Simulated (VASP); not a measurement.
Given:

```
GaAs
1.0
    0.00000     2.82849     2.82849
    2.82849     0.00000     2.82849
    2.82849     2.82849     0.00000
Ga As
1 1
Direct
  0.00000   0.00000   0.00000
  0.25000   0.25000   0.25000
```

Level of theory: PBEsol GGA with spin-orbit coupling, VASP's PBE PAW potentials (set 64) (plane waves; VASP). Settings: 400 eV cut-off, 7×7×7 Γ-centred mesh, Gaussian smearing of 0.050 eV, potentials Ga_d As.

Task: Predict the energy per atom (σ→0), band gap (over mesh and band path) with the smallest direct gap where there is one.

Result: 
```json
{
  "band gap (over mesh and band path)": "0.33 eV",
  "smallest direct gap (over mesh and band path)": "0.33 eV",
  "energy per atom (σ→0)": "-4.549 eV/atom"
}
```

Only differences to runs with the same potentials and settings are physical.

The compound is GaAs in the zinc blende structure. It was relaxed first.
